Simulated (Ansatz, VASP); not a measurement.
# C (Diamond) in two plane-wave programs

One calculation is typed for both programs; each brings its own data sets. How far apart do they land? The cell is taken from a series of runs on this material, whose earlier steps may have relaxed, scaled, displaced or heated it; both programs get it as it stands.

Method: plane waves, with VASP 6.6.1 beside it; single point at r2SCAN, in Ansatz 0.2.0.

**1. Set-up**

Symmetry: Fd-3m, No. 227, cubic system. Conventional cell: a = 3.560 Å, b = 3.560 Å, c = 3.560 Å, α = 90.00°, β = 90.00°, γ = 90.00°. C has 4 C at 1.54 Å nearest.

Structure file:

```cif
data_structure
_symmetry_space_group_name_H-M 'Fd-3m:1'
_symmetry_Int_Tables_number 227
_cell_length_a 3.5603
_cell_length_b 3.5603
_cell_length_c 3.5603
_cell_angle_alpha 90.000
_cell_angle_beta 90.000
_cell_angle_gamma 90.000
_cell_volume 45.13
loop_
_atom_site_label
_atom_site_type_symbol
_atom_site_symmetry_multiplicity
_atom_site_Wyckoff_symbol
_atom_site_fract_x
_atom_site_fract_y
_atom_site_fract_z
_atom_site_occupancy
C1 C 8 a 0.50000 0.00000 0.50000 1
```

**2. VASP: single point, r2SCAN, pair 1**

With cell and atoms fixed, the geometry can't cause a difference; cores, projectors, grids and the points listed under the comparison can.

Lines of VASP's logs that name or quote its potential files are left out, and so is its time.

The input, INCAR:

```
SYSTEM = C
PREC = Accurate
ENCUT = 660
EDIFF = 1E-06
NELM = 120
ISMEAR = 0
SIGMA = 0.02
LREAL = .FALSE.
ALGO = Normal
METAGGA = R2SCAN
LASPH = .TRUE.
NBANDS = 10
LORBIT = 11
LWAVE = .FALSE.
LCHARG = .FALSE.
ISIF = 2
GGA_COMPAT = .FALSE.
EFERMI = MIDGAP
LMIXTAU = .TRUE.
```

The input, POSCAR:

```
C
1.0
    0.0000000000      1.7801444818      1.7801444818
    1.7801444818      0.0000000000      1.7801444818
    1.7801444818      1.7801444818      0.0000000000
C
2
Direct
    0.5000000000      0.5000000000      0.5000000000
    0.7500000000      0.7500000000      0.7500000000
```

The input, KPOINTS:

```
Automatic mesh
0
Gamma
8 8 8
0 0 0
```

Potentials, in the order of the species: C (PBE family, release 64).

Launch:

```console
$ mpirun -np 1 vasp_std
```

Numbers of over 12 decimals in the logs are rounded to 6 here.

The program printed:

```text
[banner, memory and clock lines left out]
running    1 mpi-ranks, on    1 nodes
 distrk:  each k-point on    1 cores,    1 groups
 distr:  one band on    1 cores,    1 groups

 POSCAR found type information on POSCAR C
 POSCAR found :  1 types and       2 ions
|                                                                             |
|               ----> ADVICE to this user running VASP <----                  |
|                                                                             |
|     You enforced a specific xc type in the INCAR file but a different       |
|     [... a line on the potential file left out ...]
|     I HOPE YOU KNOW WHAT YOU ARE DOING!                                     |
|                                                                             |

 LDA part: xc-table for (None), standard interpolation
 POSCAR, INCAR and KPOINTS ok, starting setup
 FFT: planning ... GRIDC
 FFT: planning ... GRID_SOFT
 FFT: planning ... GRID
 WAVECAR not read
 entering main loop
       N       E                     dE             d eps       ncg     rms          rms(c)
DAV:   1     0.170906198480E+01    0.17091E+01   -0.54778E+03   590   0.942E+02
DAV:   2    -0.214748469760E+02   -0.23184E+02   -0.21958E+02   826   0.151E+02
DAV:   3    -0.219598816692E+02   -0.48503E+00   -0.48349E+00   682   0.171E+01
DAV:   4    -0.219609035290E+02   -0.10219E-02   -0.10218E-02   662   0.894E-01
DAV:   5    -0.219609045238E+02   -0.99475E-06   -0.99471E-06   658   0.273E-02    0.514E+00
DAV:   6    -0.194680552770E+02    0.24928E+01   -0.33421E-01   634   0.534E+00    0.420E+00
DAV:   7    -0.224190183405E+02   -0.29510E+01   -0.88635E-01   602   0.722E+00    0.875E-01
DAV:   8    -0.194721172659E+02    0.29469E+01   -0.29697E-01   598   0.479E+00    0.107E+00
DAV:   9    -0.196591047105E+02   -0.18699E+00   -0.32860E-02   584   0.199E+00    0.115E-01
DAV:  10    -0.196671109982E+02   -0.80063E-02   -0.58825E-03   610   0.736E-01    0.158E-01
DAV:  11    -0.196666536071E+02    0.45739E-03   -0.55534E-05   628   0.753E-02    0.153E-01
DAV:  12    -0.196681766572E+02   -0.15231E-02   -0.24990E-04   580   0.198E-01    0.392E-02
DAV:  13    -0.196682356465E+02   -0.58989E-04   -0.14774E-05   648   0.509E-02    0.216E-02
DAV:  14    -0.196682346553E+02    0.99113E-06   -0.68671E-08   378   0.356E-03
   1 F= -.19668235E+02 E0= -.19668235E+02  d E =0.000000E+00
```

Parts of OUTCAR (step 2):

```text
ion  position               nearest neighbor table
   1  0.500  0.500  0.500-   2 1.54   2 1.54   2 1.54   2 1.54
   2  0.750  0.750  0.750-   1 1.54   1 1.54   1 1.54   1 1.54

  LATTYP: Found a face centered cubic cell.
 ALAT       =     3.5602889636

 Subroutine GETGRP returns: Found 48 space group operations
 (whereof 24 operations were pure point group operations)

The static configuration has the point symmetry T_d .
 The point group associated with its full space group is O_h .

 Found     29 irreducible k-points:

   k-points           NKPTS =     29   k-points in BZ     NKDIM =     29   number of bands    NBANDS=     10

   dimension x,y,z NGX =    24 NGY =   24 NGZ =   24
   dimension x,y,z NGXF=    48 NGYF=   48 NGZF=   48

   ENCUT  =  660.0 eV  48.51 Ry    6.96 a.u.   5.27  5.27  5.27*2*pi/ulx,y,z

   NELECT =       8.0000    total number of electrons

 k-points in reciprocal lattice and weights: Automatic mesh
   0.00000000  0.00000000  0.00000000       0.002
   0.12500000  0.00000000  0.00000000       0.016
   0.25000000  0.00000000  0.00000000       0.016
   0.37500000  0.00000000  0.00000000       0.016
   0.50000000  0.00000000  0.00000000       0.008
   0.12500000  0.12500000  0.00000000       0.012
   0.25000000  0.12500000  0.00000000       0.047
   0.37500000  0.12500000  0.00000000       0.047
   0.50000000  0.12500000  0.00000000       0.047
[...]
-0.37500000  0.50000000  0.12500000       0.023
  -0.25000000  0.50000000  0.25000000       0.012

 average (electrostatic) potential at core
       1 -47.3634       2 -47.3634

 E-fermi :  11.9588

 k-point     1 :       0.0000    0.0000    0.0000
  band No.  band energies     occupation
      1     -12.9799      2.00000
      2       9.7889      2.00000
      3       9.7889      2.00000
      4       9.7889      2.00000
      5      15.6397      0.00000
      6      15.6397      0.00000
      7      15.6397      0.00000
      8      23.7364      0.00000
      9      30.2634      0.00000
    ...

 k-point     2 :       0.1250    0.0000    0.0000
  band No.  band energies     occupation
      1     -12.5272      2.00000
      2       7.1938      2.00000
      3       9.0880      2.00000
      4       9.0880      2.00000
      5      16.5621      0.00000
      6      16.5621      0.00000
      7      17.0221      0.00000
      8      24.1817      0.00000
      9      30.9630      0.00000
    ...

 k-point     3 :       0.2500    0.0000    0.0000
  band No.  band energies     occupation
      1     -11.1837      2.00000
      2       2.7572      2.00000
      3       7.9198      2.00000
      4       7.9198      2.00000
      5      17.9932      0.00000
      6      17.9932      0.00000
      7      18.3251      0.00000
      8      25.3088      0.00000
      9      31.7627      0.00000
    ...

  Total        0.0173617      0.0173617      0.0173617      0.0000000      0.0000000     -0.0000000
  in kB        2.4655113      2.4655113      2.4655113      0.0000000      0.0000000     -0.0000000
  external PRESSURE =       2.4655113 kB  Pullay stress =       0.0000000 kB

  energy-cutoff  :      660.00
  volume of cell :       11.28
      direct lattice vectors                 reciprocal lattice vectors
     0.000000000  1.780144482  1.780144482    -0.280876078  0.280876078  0.280876078
     1.780144482  0.000000000  1.780144482     0.280876078 -0.280876078  0.280876078
     1.780144482  1.780144482  0.000000000     0.280876078  0.280876078 -0.280876078

 POSITION                                       TOTAL-FORCE (eV/Angst)
 -----------------------------------------------------------------------------------
      1.78014      1.78014      1.78014        -0.000000     -0.000000     -0.000000
      2.67022      2.67022      2.67022         0.000000      0.000000      0.000000
 -----------------------------------------------------------------------------------
    total drift:                                0.000000      0.000000      0.000000

  FREE ENERGIE OF THE ION-ELECTRON SYSTEM (eV)
  ---------------------------------------------------
  free  energy   TOTEN  =       -19.6682346553 eV

  energy  without entropy=      -19.6682346553  energy(sigma->0) =      -19.66823466

 total charge
# of ion       s       p       d       tot
------------------------------------------
    1        0.844   1.745   0.000   2.589
    2        0.844   1.745   0.000   2.589
--------------------------------------------------
tot          1.688   3.491   0.000   5.179

[... 3 further parts left out ...]
```

The run ends at a pressure of 0.25 GPa.

**3. Ansatz: single point, r2SCAN, pair 1**

Ansatz runs on its PAW soft_1 files.

The same cell, functional, mesh and smearing now go to Ansatz, which takes its cutoff from its data sets.

The input, input.yaml:

```yaml
crystal:
  lattice:
    - [0.0, 1.7801444818, 1.7801444818]
    - [1.7801444818, 0.0, 1.7801444818]
    - [1.7801444818, 1.7801444818, 0.0]
  atoms:
    - { symbol: C, position: [0.5, 0.5, 0.5] }
    - { symbol: C, position: [0.75, 0.75, 0.75] }
kpoints:
  mp_grid: { grid: [8, 8, 8] }
hamiltonian:
  xc: r2scan
  pseudopotentials: { kind: paw, azcp: { folder: soft_1 } }
scf:
  occupations: { method: gaussian, width: 0.02 }
output:
  forces: true
  stress: true
  eigenvalues: true
```

Launch:

```console
$ ansatz run input.yaml --threads 4 --pin off --max-ram 9216MiB --backend cpu --events-out ev --progress --plain --runs-dir out
```

The program printed:

```text
Engine: ansatz 0.2.0, x86_64-unknown-linux-gnu
Pseudopotentials: kind: paw
Pseudopotential: C, paw, valence charge 4, recommended cutoff 500 eV (meta_gga), soft_1/C.paw.azcp
Functional definition: r2SCAN
  parameter k0 = 0.174
  parameter k1 = 0.065
  parameter a1 = 4.9479
  exchange = r2scan_x(k0 = k0, k1 = k1, a1 = a1)
  correlation = r2scan_c
Crystal: 2 atoms, lattice volume = 11.282 Å³
Basis set: ecut = 500 eV, 283 PW (Γ), exchange–correlation on 80×80×80 points (64 copies of the dense FFT grid, shifted against one another)
Bands: 8, of which v1, the nominal top of the filled ones, is band 4 counted from 1 (3 counted from 0)
Symmetry: 48 space group operations
Space group: Fd-3m (ITA 227), of the structure as read, at distance tolerance 2.2e-5 Å
k-points: 29 of 512
Non-local potential: C, projectors of the file, l = 0: 2, l = 1: 2, l = 2: 1
PAW form: soft (Blöchl's): semilocal exchange-correlation on the pseudo side does not see the compensation charge
PAW frozen core: C, regenerated for the run's functional (the file was generated under x = pbe(κ = 0.804, μ = 0.219515), c = pbe(β = 0.066725))
PAW one-centre angular grid: C, 302 points (default); XC on 219 of its mesh's 2255 points in the sphere
Initial density: superposition of atomic densities (chi_scale 0.1, normalization cell)
Initial wavefunctions: pseudopotential atomic-orbital guess
Functional: x = r2scan, c = r2scan; τ floored in thin density (d = 2e-4 eV/Å³)
SCF iter   1: F=—  HF=-503.336475 eV  |F-HF|=—  |Δ(HF+E_count)|=         —  Δρ=1.37e-1  dr2=1.45e0  dr2_τ=4.78e-1  ethr=3.10e-3  ⟨swp⟩=5.0  Hψ=1585  notcnv=0
preconditioner: auto → none  [insulator: Δε(μ)=4.834 eV  Ē_g=20.876 eV  σ=0.020 eV  W_gap=1.00  n_scr=0 (ndim 8)  ℏωp=31.3 eV  f_vac=0.000  D(μ)=0.00/eV (n_scr^D=0)  ε∞_Penn≈3.2]
SCF iter   2: F=—  HF=-503.106282 eV  |F-HF|=—  |Δ(HF+E_count)|=   2.30e-1  Δρ=5.89e-2  dr2=2.34e-1  dr2_τ=6.48e-3  ethr=3.10e-3  ⟨swp⟩=2.6  Hψ=690  notcnv=0
SCF iter   3: F=—  HF=-503.105393 eV  |F-HF|=—  |Δ(HF+E_count)|=   8.89e-4  Δρ=5.94e-3  dr2=1.33e-3  dr2_τ=1.85e-4  ethr=2.93e-3  ⟨swp⟩=3.0  Hψ=464  notcnv=0
SCF iter   4: F=—  HF=-503.106108 eV  |F-HF|=—  |Δ(HF+E_count)|=   7.14e-4  Δρ=6.10e-4  dr2=2.61e-5  dr2_τ=2.22e-6  ethr=1.66e-5  ⟨swp⟩=3.0  Hψ=464  notcnv=0
SCF iter   5: F=—  HF=-503.106101 eV  |F-HF|=—  |Δ(HF+E_count)|=   6.86e-6  Δρ=1.71e-5  dr2=6.44e-9  dr2_τ=3.26e-9  ethr=1.25e-9  ⟨swp⟩=4.2  Hψ=1418  notcnv=0
SCF iter   6: F=-503.106101 eV  HF=-503.106101 eV  |F-HF|=6.28e-11  |Δ(HF+E_count)|=   1.60e-8  Δρ=1.21e-6  dr2=5.36e-11  dr2_τ=9.46e-12  ethr=8.06e-11  ⟨swp⟩=1.3  Hψ=708  notcnv=0
SCF 1 converged in 6 iterations: F = -503.106101 eV  dr2 = 5.36e-11
  greatest PAW one-centre occupation: 0.660 electrons in one spin orbital (limit 2), on the C atom at site 1 (counted from 0), in its partial waves of l = 0
SCF converged after 6 iterations
Free energy (F): -503.106101 eV
Harris-Foulkes:  -503.106101 eV  (|F-HF|=6.28e-11)
Internal energy: -503.106101 eV  (E = F + TS)
E sigma→0 (E₀):  -503.106101 eV
Fermi energy:    15.600762 eV
--- Per-component energies (eV) ---
  E_band       = 30.999143
  E_kinetic    = 180.015162
  E_local      = -109.028447  (includes V_loc(G=0)·N_el)
  E_nonlocal   = 45.142022
  E_hartree    = 26.321953
  E_xc         = -93.971997
  E_vxc        = -129.194956  (∫ρ·V_xc dr)
  E_paw        = -202.943403  (= ΣΔE_a)
  E_vpaw       = -15.364764  (= ΣTr[D̂ρ^β])
  E_aug_tail   = 0.000006  (compensation charges beyond the density's cutoff)
  E_vtau       = 6.786177  (kinetic-family band-sum trace: ∫τ·v_τ [+ j·A + Jᵃ·Aᵃ] dr)
  E_ewald      = -348.591849
  E_core_change = -0.049548  (= ΣΔE_core)
  E_smearing   = -0.000000  (= −TS)
  E_closure    = -0.000000  (closes the sum)
  Σ components = -503.106101   (vs F -503.106101, Δ=0.00e0)
--- Forces (eV/Å), atoms counted from 1 ---
  atom   1  C     -0.00000000     0.00000000    -0.00000000
  atom   2  C      0.00000000     0.00000000     0.00000000
  max |Σ_I F_I| component: 5.09e-17 eV/Å
--- Stress (GPa, compression-positive) ---
        0.003094       0.000000       0.000000
        0.000000       0.003094      -0.000000
       -0.000000       0.000000       0.003094
  P = ⅓ Tr σ = 0.0031 GPa (0.031 kbar)
--- Band table (eV; the first three rows and the last of 29) ---
  k-point 0: bands = ["-9.3372", "13.4182", "13.4182", "13.4182", "19.3114", "19.3114", "19.3114", "27.2753"]
  k-point 1: bands = ["-8.8844", "10.8322", "12.7210", "12.7210", "20.2291", "20.2291", "20.6756", "27.7325"]
  k-point 2: bands = ["-7.5407", "6.3991", "11.5550", "11.5550", "21.6578", "21.6578", "21.9517", "28.8934"]
  k-point 28: bands = ["0.5861", "0.5861", "4.6698", "4.6698", "24.7117", "24.7117", "26.3916", "26.3916"]
```

In the SCF lines HF is the Harris–Foulkes energy and dr2 the Hartree energy of the density residual, in eV; the loop may stop once dr2 is under the threshold and the program's other checks hold. Hψ counts applications of the Hamiltonian.

The run ends at a pressure of 0.00 GPa.

**4. Side by side**

Known differences besides the potentials themselves: VASP keeps PBE cores, Ansatz makes them for the functional; the cutoff is 500 eV in Ansatz and 660 eV in VASP. Total energies have different zeros and are not compared.

Compared:

```
              quantity  Ansatz   VASP  difference
        pressure (GPa)    0.00   0.25       -0.24
gap on the k mesh (eV)   4.365  4.340      +0.025
```

A gap on the mesh is an upper bound, since the band edges may lie between its points.

**5. VASP: single point, r2SCAN, pair 2**

A single point gives forces, pressure and levels at one fixed geometry, so differences don't come from the geometry; what else differs is listed under the comparison. The cell compared in this pair holds 10.98 Å³, against 11.28 Å³ for the pair before.

INCAR is that of step 2.

The input, POSCAR:

```
C
1.0
    0.0000000000      1.7534423146      1.7859924821
    1.7534423146      0.0000000000      1.7859924821
    1.7534423146      1.7534423146      0.0000000000
C
2
Direct
    0.5000000000      0.5000000000      0.5000000000
    0.7500000000      0.7500000000      0.7500000000
```

KPOINTS is that of step 2.

Launch:

```console
$ mpirun -np 1 vasp_std
```

The program printed:

```text
[banner, memory and clock lines left out]
running    1 mpi-ranks, on    1 nodes
[...]
[... a notice as in an earlier step ...]

 LDA part: xc-table for (None), standard interpolation
 POSCAR, INCAR and KPOINTS ok, starting setup
[...]
entering main loop
       N       E                     dE             d eps       ncg     rms          rms(c)
DAV:   1     0.364237351241E+01    0.36424E+01   -0.56187E+03  1196   0.958E+02
DAV:   2    -0.215261593805E+02   -0.25169E+02   -0.24561E+02  1576   0.155E+02
DAV:   3    -0.219724000257E+02   -0.44624E+00   -0.44520E+00  1412   0.170E+01
DAV:   4    -0.219732335227E+02   -0.83350E-03   -0.83345E-03  1310   0.825E-01
[...]
DAV:  14    -0.196467796234E+02    0.14132E-05   -0.11694E-07   770   0.477E-03    0.241E-02
DAV:  15    -0.196467816079E+02   -0.19845E-05   -0.10011E-06  1198   0.110E-02    0.305E-03
DAV:  16    -0.196467814828E+02    0.12515E-06   -0.11326E-07   598   0.356E-03
   1 F= -.19646781E+02 E0= -.19646781E+02  d E =0.000000E+00
```

Parts of OUTCAR (step 5):

```text
  Total        1.3251343      1.3251343      0.0140834      0.0000000     -0.0000000      0.0000000
  in kB      193.3204926    193.3204926      2.0545988      0.0000000     -0.0000000      0.0000000
  external PRESSURE =     129.5651947 kB  Pullay stress =       0.0000000 kB

 POSITION                                       TOTAL-FORCE (eV/Angst)
 -----------------------------------------------------------------------------------
      1.75344      1.75344      1.78599         0.000000      0.000000      0.000000
      2.63016      2.63016      2.67899         0.000000      0.000000     -0.000000
 -----------------------------------------------------------------------------------
    total drift:                                0.000000      0.000000      0.000000

  FREE ENERGIE OF THE ION-ELECTRON SYSTEM (eV)
  ---------------------------------------------------
  free  energy   TOTEN  =       -19.6467814828 eV

  energy  without entropy=      -19.6467814828  energy(sigma->0) =      -19.64678148

[... 3 further parts left out ...]
[key lines of the parts left out:]
E-fermi :  12.3606
```

The run ends at a pressure of 12.96 GPa.

(Part 1 of 2 ends here.)

[Lines on the potential files, build, host, timing and source positions are cut from VASP's logs without a mark.]

[Logs are printed without paths, hosts, clocks, repeated set-up lines and the standing remarks that a program may print on its own settings, such as how far it seeks lower states.]

[Hosts, paths, dates, database ids (printed as entryN), source tags and the programs' standing remarks are cut or masked in the printed files.]
